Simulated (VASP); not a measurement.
Given:

```xyz
2
Lattice="1.4057 -2.4347 0.0000 1.4057 2.4347 0.0000 0.0000 0.0000 4.4566" Properties=species:S:1:pos:R:3 pbc="T T T"
Ti     1.4057     0.8116     1.1141
Ti     1.4057    -0.8116     3.3424
```

Calculation: PBE GGA, VASP's PBE PAW potentials (set 64) (plane waves; VASP). Settings: 480 eV cut-off, 14×14×8 Γ-centred mesh, first-order Methfessel-Paxton smearing of 0.10 eV, potentials Ti_sv.

### Question
Give the stress tensor in GPa (positive for a compressed cell).

### Answer

```
17.81   0.00   0.00
 0.00  17.81   0.00
 0.00   0.00  17.88
```
The pressure is its mean diagonal, 17.83 GPa.

The compound is Ti in the hcp structure. This cell was strained or had an atom moved on purpose.
